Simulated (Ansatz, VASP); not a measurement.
# Cross-check of SiO2 (1T-SiO2 bilayer, AA) between VASP and Ansatz

One calculation is typed for both programs; each brings its own data sets. How far apart do they land? The structure shown is the start of the Ansatz relaxation below; VASP solves that cell, so the two are compared at the walk's first step.

Calculated with Ansatz 0.2.0; plane waves, with VASP 6.6.1 beside it; single point at PBE with D3(BJ).

## 1. Starting point

The cell holds 6 atoms: 4 O and 2 Si. Cell: a = 2.422 Å, b = 2.422 Å, c = 37.036 Å, α = 90.0°, β = 90.0°, γ = 120.0°. Vacuum lies along c. The height across the vacuum is the one that the program set for its solve, not the one typed.

## 2. Ansatz: relaxation, PBE with D3(BJ)

Ansatz runs on its default PAW (the set named soft_2) files.

The two programs are compared at the cell with which this relaxation starts, whose forces are those of its first step.

Input file input.yaml:

```yaml
crystal:
  lattice:
    - [2.421797, 0.0, 0.0]
    - [-1.2108985, 2.0973377248, 0.0]
    - [0.0, 0.0, 24.6180799997]
  atoms:
    - { symbol: O, position: [0.6666666667, 0.3333333333, 0.3655849685] }
    - { symbol: Si, position: [0.0, 0.0, 0.403342584] }
    - { symbol: O, position: [0.3333333333, 0.6666666667, 0.4411001995] }
    - { symbol: O, position: [0.6666666667, 0.3333333333, 0.5588998005] }
    - { symbol: Si, position: [0.0, 0.0, 0.596657416] }
    - { symbol: O, position: [0.3333333333, 0.6666666667, 0.6344150315] }
  periodic: [true, true, false]
kpoints:
  mp_grid: { grid: [18, 18, 1] }
hamiltonian:
  xc: pbe
  dispersion: d3bj
scf:
  occupations: { method: fermi_dirac, width: 0.05 }
  convergence: { dr2_threshold: 1.0e-09 }
relax:
  f_tol: 0.004
  max_steps: 90
  cell: {}
output:
  write_potential: true
  write_density: true
  volumetric_format: npy
```

Launch:

```sh
ansatz run input.yaml --threads 2 --pin off --max-ram 3072MiB --backend cpu --events-out ev --progress --plain --runs-dir out
```

Numbers of over 12 decimals in the logs are rounded to 6 here.

The program printed:

```text
Warning: crystal.periodic: the lattice vector that does not repeat stood 0.000° off the slab's normal, 24.618 Å along it as the deck builds it. The run solves the slab on a vector along the normal, 37.036 Å long, with every atom where it was (on the deck's vector they left 18.00 Å outside them, and the widest stretch free of ions among them is 2.90 Å). A fractional position that the run reports is one of the run's ce [...]
Warning: relax.cell: scf.convergence.dr2_threshold = 1e-9 eV is looser than the 2.17264894911e-10 eV advised for a relaxation that steers and ends on the stress (1e-10 eV for each atom of the cell: 6, times the square of relax.cell.stress_2d_tol = 0.05 N/m over 16.6 Å (the atoms' height at the walk's start and 5 Å past either face), 3.009e-2 GPa, over a crystal's default 0.05). What an SCF threshold leaves in a stress goes as its square root, and in the free energy as the threshold itself, and one threshold admits the most on a small cell: [figures from the program's tests cut] Set scf.convergence.dr2_threshold to 2.17264894911e-10 eV or tighter. [rest of the remark cut]
crystal.periodic: the lattice vector that does not repeat stood 0.000° off the slab's normal, 24.618 Å along it as the deck builds it. The run solves the slab on a vector along the normal, 37.036 Å long, with every atom where it was (on the deck's vector they left 18.00 Å outside them, and the widest stretch free of ions among them is 2.90 Å). A fractional position that the run reports is one of the run's cell, which [...]
Engine: ansatz 0.2.0, aarch64-unknown-linux-gnu
Pseudopotentials: kind: paw
Pseudopotential: O, paw, valence charge 6, recommended cutoff 420 eV (normal), O.paw.azcp
Pseudopotential: Si, paw, valence charge 4, recommended cutoff 420 eV (normal), Si.paw.azcp
Functional definition: PBE
  parameter kappa = 0.804
  parameter beta = 0.066725
  exchange = pbe_x(kappa = kappa, mu = beta*pi^2/3)
  correlation = pbe_c(beta = beta)
Crystal: 6 atoms, lattice volume = 188.119 Å³
[...]
SCF iter   1: F=—  HF=-3547.197014 eV  |F-HF|=—  |Δ(HF+E_count)|=         —  Δρ=3.58e-5  dr2=1.75e-6  ethr=5.11e-9  ⟨swp⟩=4.7  Hψ=7125  notcnv=0
preconditioner: auto → Resta (q_TF=auto, 1.962 Å⁻¹)  ε∞=1.6  [insulator: Δε(μ)=6.447 eV  Ē_g=17.544 eV  σ=0.050 eV  W_gap=1.00  n_scr=22 (ndim 8)  ℏωp=13.8 eV  f_vac=0.743  D(μ)=0.00/eV (n_scr^D=0)  ε∞_Penn≈1.6  vacuum switching on, ρ_ref=2.2e-2 e/Å³]
SCF iter   2: F=—  HF=-3547.197107 eV  |F-HF|=—  |Δ(HF+E_count)|=   9.29e-5  Δρ=1.51e-5  dr2=1.98e-7  ethr=5.11e-9  ⟨swp⟩=2.6  Hψ=1576  notcnv=0
SCF iter   3: F=—  HF=-3547.197107 eV  |F-HF|=—  |Δ(HF+E_count)|=   2.31e-8  Δρ=4.95e-6  dr2=2.11e-8  ethr=6.20e-10  ⟨swp⟩=3.5  Hψ=1893  notcnv=0
SCF iter   4: F=—  HF=-3547.197107 eV  |F-HF|=—  |Δ(HF+E_count)|=   1.05e-9  Δρ=1.77e-6  dr2=3.49e-9  ethr=6.61e-11  ⟨swp⟩=3.0  Hψ=1768  notcnv=0
SCF iter   5: F=-3547.197107 eV  HF=-3547.197107 eV  |F-HF|=5.39e-10  |Δ(HF+E_count)|=  6.28e-11  Δρ=5.21e-7  dr2=5.77e-10  ethr=3.13e-12  ⟨swp⟩=13.5  Hψ=7503  notcnv=0
SCF 15 converged in 5 iterations: F = -3547.197107 eV  dr2 = 5.77e-10
relax step  15: F+E_penalty+E_count = -3547.19710656 eV  Δ(F+E_penalty+E_count) = -2.474e-6 eV  max|allowed force component| = 1.532e-4 eV/Å  Δτ_max = 0.0004 Å  P = +0.001 N/m  Ω = 231.672 Å³  energy of the carried Pulay correction = -6.797e-5 eV  fix = [c, alpha, beta]  reactions: c +0.000 N/m  (5 SCF iters, accepted)
iter 1 solved again at ethr=4.36e-7 eV; its pass at ethr=3.10e-3 eV (dr2=1.39e-4 eV) is discarded
SCF iter   1: F=—  HF=-3547.197095 eV  |F-HF|=—  |Δ(HF+E_count)|=         —  Δρ=2.39e-6  dr2=8.50e-9  ethr=4.36e-7  ⟨swp⟩=6.6  Hψ=13463  notcnv=0
eigensolver tolerance schedule: the retry pair's looser diagonalisation over-reported the residual by 16393.04 of it (diagonalisation noise at an unbounded share of the residual, at the tolerance the schedule requests for it); recorded, not acted on — ethr = c·dr2/N_el stays at c = 1.0e-1
preconditioner: auto → Resta (q_TF=auto, 1.962 Å⁻¹)  ε∞=1.6  [insulator: Δε(μ)=6.447 eV  Ē_g=17.543 eV  σ=0.050 eV  W_gap=1.00  n_scr=22 (ndim 8)  ℏωp=13.8 eV  f_vac=0.743  D(μ)=0.00/eV (n_scr^D=0)  ε∞_Penn≈1.6  vacuum switching on, ρ_ref=2.2e-2 e/Å³]
SCF iter   2: F=—  HF=-3547.197152 eV  |F-HF|=—  |Δ(HF+E_count)|=   5.70e-5  Δρ=1.63e-6  dr2=6.45e-9  ethr=2.66e-11  ⟨swp⟩=6.5  Hψ=3712  notcnv=0
SCF iter   3: F=-3547.197152 eV  HF=-3547.197152 eV  |F-HF|=5.45e-10  |Δ(HF+E_count)|=   1.32e-9  Δρ=7.00e-7  dr2=9.80e-10  ethr=3.13e-12  ⟨swp⟩=19.7  Hψ=9630  notcnv=0
SCF 16 converged in 3 iterations: F = -3547.197152 eV  dr2 = 9.80e-10
relax step  16: F+E_penalty+E_count = -3547.19715178 eV  Δ(F+E_penalty+E_count) = -4.522e-5 eV  max|allowed force component| = 1.535e-4 eV/Å  Δτ_max = 0.0000 Å  P = +0.002 N/m  Ω = 231.672 Å³  fix = [c, alpha, beta]  reactions: c +0.000 N/m  stress off target by 1.82e-3 N/m on what of the cell is left free  SCF on the basis re-selected at this cell (its energy is not comparable with the rows above)  (3 SCF iters)
basis re-selected at this cell: Δ(F+E_penalty+E_count) = -4.522e-5 eV, ΔP = +0.001 N/m vs the last step (what re-selecting the basis moved, of the pressure what is left beyond the Pulay correction that the steps carried, after the strain that the cell walked since its last selection, with what the two solves' SCF thresholds leave and, on support functions, any second-order correction that the steps lacked; it is no m [...]
WARN: The output density's exchange-correlation potential varies sharply where the density is thin. Do not read a vacuum level from v_tot or v_xc, or from such a field of the output density. On a cell that repeats whose density bears no net charge and no dipole along the vacuum's axis use v_es (v_loc + v_h of the components); under efield.dipole_correction with no amplitude use v_es + v_field, which holds any externa [...]
SCF converged after 3 iterations
Free energy (F): -3547.197152 eV
Harris-Foulkes:  -3547.197152 eV  (|F-HF|=5.45e-10)
Internal energy: -3547.197152 eV  (E = F + TS)
E sigma→0 (E₀):  -3547.197152 eV
Fermi energy:    -5.506589 eV
--- Per-component energies (eV) ---
  E_band       = -509.744349
  E_kinetic    = 809.442243
  E_local      = -96370.596487  (includes V_loc(G=0)·N_el)
  E_nonlocal   = 235.897253
  E_hartree    = 47722.522105
  E_xc         = -411.856628
  E_vxc        = -479.217237  (∫ρ·V_xc dr)
  E_paw        = -1659.754420  (= ΣΔE_a)
  E_vpaw       = -150.322008  (= ΣTr[D̂ρ^β])
  E_aug_tail   = 0.010152  (compensation charges beyond the density's cutoff)
  E_ewald      = 46128.072399
  E_disp       = -0.933768  (pairwise vdW)
  E_smearing   = -0.000000  (= −TS)
  E_closure    = 0.000000  (closes the sum)
  Σ components = -3547.197152   (vs F -3547.197152, Δ=0.00e0)
--- Forces (eV/Å), atoms counted from 1 ---
  atom   1  O      0.00000000    -0.00000000    -0.00012082
  atom   2  Si     0.00000000    -0.00000000     0.00002160
  atom   3  O      0.00000000     0.00000000     0.00015354
  atom   4  O     -0.00000000    -0.00000000    -0.00015354
  atom   5  Si     0.00000000     0.00000000    -0.00002160
  atom   6  O      0.00000000     0.00000000     0.00012082
  max |Σ_I F_I| component: 2.71e-20 eV/Å
--- 2D stress c σ (N/m, compression-positive) ---
        0.001822       0.000000       0.000000
       -0.000000       0.001822       0.000000
        0.000000       0.000000       0.000000
  P = ½ c Tr σ = 0.0018 N/m
--- Band table (eV; the first three rows and the last of 37) ---
  k-point 0: bands = ["-30.0532", "-30.0213", "-26.3252", "-26.2465", "-13.7694", "-13.2994", "-10.9157", "-10.9157", "-10.9058", "-10.9058", "-9.8706", "-9.8482", "-9.8482", "-9.8387", "-9.8387", "-9.2298", "-2.3769", "-1.9362 (-1.9362°)", "-0.4798 (-0.4801°)", "-0.4398 (-0.4400°)", "-0.1282", "-0.1221"]
  k-point 1: bands = ["-29.9989", "-29.9671", "-26.3023", "-26.2247", "-13.7397", "-13.2830", "-11.2785", "-11.2346", "-11.0001", "-10.9890", "-10.0441", "-10.0137", "-9.8389", "-9.8276", "-9.6815", "-9.1195", "-2.1669", "-1.7462 (-1.7462°)", "-0.3393 (-0.3400°)", "-0.2775", "-0.0222", "-0.0194"]
  k-point 2: bands = ["-29.8377", "-29.8064", "-26.2371", "-26.1631", "-13.6641", "-13.2546", "-12.0594", "-11.9765", "-11.2179", "-11.2041", "-10.5345", "-10.4553", "-9.8339", "-9.8186", "-9.4301", "-8.9461", "-1.6282 (-1.6282°)", "-1.2628 (-1.2628°)", "-0.0163 (-0.0184°)", "0.0858", "0.3277", "0.3382"]
  k-point 36: bands = ["-26.4503", "-26.4503", "-26.4224", "-26.4224", "-16.6894", "-16.6468", "-14.5775", "-14.5775", "-14.4750", "-14.4750", "-12.9642", "-12.8694", "-9.7100", "-9.7100", "-9.5261", "-9.5261", "1.6557", "1.7465", "4.4532", "4.9533", "4.9533", "5.1023"]
  ° read free of the cell's end (the report's vacuum.weakly_bound_levels)
--- Relaxed structure (13 steps of the walk, 13 accepted, 3 SCFs on fresh bases) ---
  F+E_penalty+E_count = -3547.19715178 eV   max|allowed force component| = 1.535e-4 eV/Å   (the final SCF, on the basis selected at the relaxed cell)
  cell:  # Å, volume = 231.6720 Å³
    - [2.687562, 0, 0]
    - [-1.343781, 2.327497, 0]
    - [0, 0, 37.036160]
  atoms:
    - { symbol: O, position: [0.666667, 0.333333, 0.245062] }
    - { symbol: Si, position: [-9.813917142235119e-19, 0, 0.269837] }
    - { symbol: O, position: [0.333333, 0.666667, 0.294568] }
    - { symbol: O, position: [0.666667, 0.333333, 0.370136] }
    - { symbol: Si, position: [9.81391714223526e-19, 0, 0.394866] }
    - { symbol: O, position: [0.333333, 0.666667, 0.419642] }
```

## 3. VASP: single point, PBE with D3(BJ), start cell

The same cell, functional, mesh and smearing now go to VASP, with its own data sets.

Lines of VASP's logs that name or quote its potential files are left out, and so is its time.

Input file INCAR:

```
SYSTEM = SiO2
PREC = Accurate
ENCUT = 520
EDIFF = 1E-06
NELM = 120
ISMEAR = -1
SIGMA = 0.05
LREAL = .FALSE.
ALGO = Normal
GGA = PE
IVDW = 12
NBANDS = 22
LORBIT = 11
LWAVE = .FALSE.
LCHARG = .FALSE.
ISIF = 2
LDIPOL = .TRUE.
IDIPOL = 3
DIPOL = 0.5 0.5 0.332
LVHAR = .TRUE.
LASPH = .TRUE.
GGA_COMPAT = .FALSE.
EFERMI = MIDGAP
NELMDL = -8
KPAR = 2
```

Input file POSCAR:

```
SiO2
1.0
    2.4217970000      0.0000000000      0.0000000000
   -1.2108980000      2.0973380000      0.0000000000
    0.0000000000      0.0000000000     37.0361600000
O Si
4 2
Direct
    0.6666664709      0.3333334923      0.2430057544
    0.3333331162      0.6666665077      0.2932010230
    0.6666664709      0.3333334923      0.3715028772
    0.3333331162      0.6666665077      0.4216981458
    0.0000000000      0.0000000000      0.2681033887
    0.0000000000      0.0000000000      0.3966005115
```

Input file KPOINTS:

```
Automatic mesh
0
Gamma
18 18 1
0 0 0
```

PAW data sets: O and Si (PBE family, release 64).

Launch:

```sh
mpirun -np 2 vasp_std
```

The program printed:

```text
[banner, memory and clock lines left out]
running    2 mpi-ranks, on    1 nodes
 distrk:  each k-point on    1 cores,    2 groups
 distr:  one band on    1 cores,    1 groups

 POSCAR found type information on POSCAR O Si
 POSCAR found :  2 types and       6 ions
 LDA part: xc-table for (Slater+PW92), standard interpolation
 POSCAR, INCAR and KPOINTS ok, starting setup
 FFT: planning ... GRIDC
 FFT: planning ... GRID_SOFT
 FFT: planning ... GRID
 WAVECAR not read
 entering main loop
       N       E                     dE             d eps       ncg     rms          rms(c)
DAV:   1     0.315933979902E+03    0.31593E+03   -0.14823E+04  1868   0.118E+03
DAV:   2    -0.150045770766E+02   -0.33094E+03   -0.30348E+03  2400   0.300E+02
DAV:   3    -0.461942348455E+02   -0.31190E+02   -0.31094E+02  2122   0.108E+02
DAV:   4    -0.467435193599E+02   -0.54928E+00   -0.54710E+00  2052   0.161E+01
DAV:   5    -0.467572046626E+02   -0.13685E-01   -0.13665E-01  1986   0.241E+00
DAV:   6    -0.467576321595E+02   -0.42750E-03   -0.42694E-03  2020   0.409E-01
DAV:   7    -0.467576493770E+02   -0.17217E-04   -0.17210E-04  2062   0.754E-02
DAV:   8    -0.467576500500E+02   -0.67300E-06   -0.67262E-06  1762   0.136E-02    0.220E+01
DAV:   9    -0.423235230732E+02    0.44341E+01   -0.14297E+01  1964   0.265E+01    0.112E+01
DAV:  10    -0.422166196186E+02    0.10690E+00   -0.14908E+00  2048   0.761E+00    0.300E+00
DAV:  11    -0.422001562172E+02    0.16463E-01   -0.91186E-02  2084   0.241E+00    0.102E+00
DAV:  12    -0.421972540554E+02    0.29022E-02   -0.14696E-02  2048   0.969E-01    0.227E-01
DAV:  13    -0.421964998623E+02    0.75419E-03   -0.94779E-04  2048   0.225E-01    0.104E-01
DAV:  14    -0.421959587488E+02    0.54111E-03   -0.44559E-04  2066   0.153E-01    0.416E-02
[...]
DAV:  19    -0.421965212960E+02   -0.10754E-03   -0.47438E-06  1662   0.149E-02    0.478E-03
DAV:  20    -0.421966369640E+02   -0.11567E-03   -0.62653E-06  1618   0.185E-02    0.233E-03
DAV:  21    -0.421966779566E+02   -0.40993E-04   -0.11532E-06  1428   0.660E-03    0.193E-03
DAV:  22    -0.421966974730E+02   -0.19516E-04   -0.59169E-07  1382   0.454E-03    0.928E-04
DAV:  23    -0.421967057752E+02   -0.83022E-05   -0.26736E-07  1290   0.257E-03    0.538E-04
DAV:  24    -0.421967092916E+02   -0.35164E-05   -0.77983E-08  1306   0.224E-03    0.453E-04
DAV:  25    -0.421967112526E+02   -0.19610E-05   -0.67233E-08  1270   0.141E-03    0.288E-04
DAV:  26    -0.421967119616E+02   -0.70906E-06   -0.31036E-08  1294   0.156E-03
   1 F= -.43339737E+02 E0= -.43339737E+02  d E =0.000000E+00
```

Parts of OUTCAR (step 3):

```text
ion  position               nearest neighbor table
   1  0.667  0.333  0.243-   5 1.68   5 1.68   5 1.68
   2  0.333  0.667  0.293-   5 1.68   5 1.68   5 1.68
   3  0.667  0.333  0.372-   6 1.68   6 1.68   6 1.68
   4  0.333  0.667  0.422-   6 1.68   6 1.68   6 1.68
   5  0.000  0.000  0.268-   2 1.68   1 1.68   2 1.68   1 1.68   1 1.68   2 1.68
   6  0.000  0.000  0.397-   4 1.68   3 1.68   4 1.68   3 1.68   3 1.68   4 1.68

  LATTYP: Found a hexagonal cell.
 ALAT       =     2.4217970000
 C/A-ratio  =    15.2928424637

 Subroutine GETGRP returns: Found 12 space group operations
 (whereof  6 operations were pure point group operations)

The static configuration has the point symmetry C_3v.
 The point group associated with its full space group is D_3d.

 Found     37 irreducible k-points:

   k-points           NKPTS =     37   k-points in BZ     NKDIM =     37   number of bands    NBANDS=     22

   dimension x,y,z NGX =    18 NGY =   18 NGZ =  280
   dimension x,y,z NGXF=    36 NGYF=   36 NGZF=  560

   ENCUT  =  520.0 eV  38.22 Ry    6.18 a.u.   4.50  4.50 68.86*2*pi/ulx,y,z

   NELECT =      32.0000    total number of electrons

 k-points in reciprocal lattice and weights: Automatic mesh
   0.00000000  0.00000000  0.00000000       0.003
   0.05555556  0.00000000  0.00000000       0.019
   0.11111111  0.00000000  0.00000000       0.019
   0.16666667  0.00000000  0.00000000       0.019
   0.22222222  0.00000000  0.00000000       0.019
   0.27777778  0.00000000  0.00000000       0.019
   0.33333333  0.00000000  0.00000000       0.019
   0.38888889  0.00000000  0.00000000       0.019
   0.44444444  0.00000000  0.00000000       0.019
[...]
0.33333333  0.27777778  0.00000000       0.037
   0.33333333  0.33333333  0.00000000       0.006

 dipolmoment           0.000000      0.000000      0.000005 electrons x Angstroem

 average (electrostatic) potential at core
       1 -79.1080       2 -79.1100       3 -79.1100       4 -79.1080       5 -92.8981
       6 -92.8981

 E-fermi :  -1.1658

 k-point     1 :       0.0000    0.0000    0.0000
  band No.  band energies     occupation
    ...
     12      -6.3297      2.00000
     13      -5.6427      2.00000
     14      -5.6427      2.00000
     15      -5.6376      2.00000
     16      -5.6376      2.00000
     17       3.3033      0.00000
     18       3.3465      0.00000
     19       3.7222      0.00000
     20       3.9105      0.00000
     21       4.2740      0.00000
    ...

 k-point     2 :       0.0556    0.0000    0.0000
  band No.  band energies     occupation
    ...
     12      -6.1208      2.00000
     13      -5.8809      2.00000
     14      -5.8662      2.00000
     15      -5.6734      2.00000
     16      -5.6673      2.00000
     17       3.4124      0.00000
     18       3.4499      0.00000
     19       3.8284      0.00000
     20       4.0161      0.00000
     21       4.3843      0.00000
    ...

 k-point     3 :       0.1111    0.0000    0.0000
  band No.  band energies     occupation
    ...
     12      -6.5678      2.00000
     13      -6.2407      2.00000
     14      -5.8363      2.00000
     15      -5.7673      2.00000
     16      -5.7590      2.00000
     17       3.7283      0.00000
     18       3.7538      0.00000
     19       4.1457      0.00000
     20       4.3310      0.00000
     21       4.7079      0.00000
    ...

 Edisp (eV)   -1.14303

  Total      31.78159    31.78160     8.77111     0.00001     0.00000    -0.00000
  in kB     270.67871   270.67878    74.70213     0.00006     0.00000    -0.00000
  external pressure =      205.35 kB  Pullay stress =        0.00 kB

  energy-cutoff  :      520.00
  volume of cell :      188.12
      direct lattice vectors                 reciprocal lattice vectors
     2.421797000  0.000000000  0.000000000     0.412916524  0.238397337  0.000000000
    -1.210898000  2.097338000  0.000000000     0.000000000  0.476794870  0.000000000
     0.000000000  0.000000000 37.036160000     0.000000000  0.000000000  0.027000639

 POSITION                                       TOTAL-FORCE (eV/Angst)
 -----------------------------------------------------------------------------------
      1.21090      0.69911      9.00000         0.000000      0.000000     -2.456797
     -0.00000      1.39822     10.85904         0.000000     -0.000000      2.438015
      1.21090      0.69911     13.75904        -0.000000      0.000000     -2.438015
     -0.00000      1.39822     15.61808        -0.000000      0.000000      2.456797
      0.00000      0.00000      9.92952         0.000000      0.000000      0.061775
      0.00000      0.00000     14.68856         0.000000      0.000000     -0.061775
 -----------------------------------------------------------------------------------
    total drift:                                0.002317     -0.000000      0.000237

  FREE ENERGIE OF THE ION-ELECTRON SYSTEM (eV)
  ---------------------------------------------------
  free  energy   TOTEN  =       -43.3397371228 eV

  energy  without entropy=      -43.3397371228  energy(sigma->0) =      -43.33973712

 vacuum level on the upper side and lower side of the slab         3.718         3.718

 total charge
# of ion       s       p       d       tot
------------------------------------------
    1        1.583   3.768   0.000   5.351
    2        1.584   3.769   0.000   5.352
    3        1.584   3.769   0.000   5.352
    4        1.583   3.768   0.000   5.351
    5        0.659   1.134   0.000   1.793
    6        0.659   1.134   0.000   1.793
--------------------------------------------------
tot          7.651  17.341   0.000  24.992

[... 3 further parts left out ...]
```

## 4. Comparison

Known differences besides the potentials themselves: Ansatz cuts the interaction across the vacuum, VASP repeats the sheet with a dipole correction; the cutoff is 420 eV in Ansatz and 520 eV in VASP. Total energies have different zeros and are not compared.

Forces (eV/Å; atoms numbered as in POSCAR):

```csv
atom,"Ansatz x, y, z","VASP x, y, z"
O1,"0.000, 0.000, -2.391","0.000, 0.000, -2.457"
O2,"0.000, 0.000, 2.373","0.000, 0.000, 2.438"
O3,"0.000, 0.000, -2.373","0.000, 0.000, -2.438"
O4,"0.000, 0.000, 2.391","0.000, 0.000, 2.457"
Si5,"0.000, 0.000, 0.062","0.000, 0.000, 0.062"
Si6,"0.000, 0.000, -0.062","0.000, 0.000, -0.062"
```

The forces differ by 31 meV/Å r.m.s., which is 2.7 % of the r.m.s. force of 1.154 eV/Å (both taken over all components). With vacuum in the cell, a pressure given here is an average over mostly empty space and none of the material.

## 5. What came out

```yaml
r_m_s_force_difference_single_point_pbe_with_d3_bj_start_cell: 2.7 % of the r.m.s. force
```

What this shows: The r.m.s. force difference is 2.7 % of the r.m.s. force (single point, PBE with D3(BJ), start cell), within the 3 % picked in this series as the mark of a large difference. 1 further run of this series is not shown here. How closely two codes agree says nothing of how well the functional describes the real material.

[Lines on the potential files, build, host, timing and source positions are cut from VASP's logs without a mark.]

[Logs are printed without paths, hosts, clocks, repeated set-up lines and the standing remarks that a program may print on its own settings, such as how far it seeks lower states.]

[Hosts, paths, dates, database ids (printed as entryN), source tags and the programs' standing remarks are cut or masked in the printed files.]
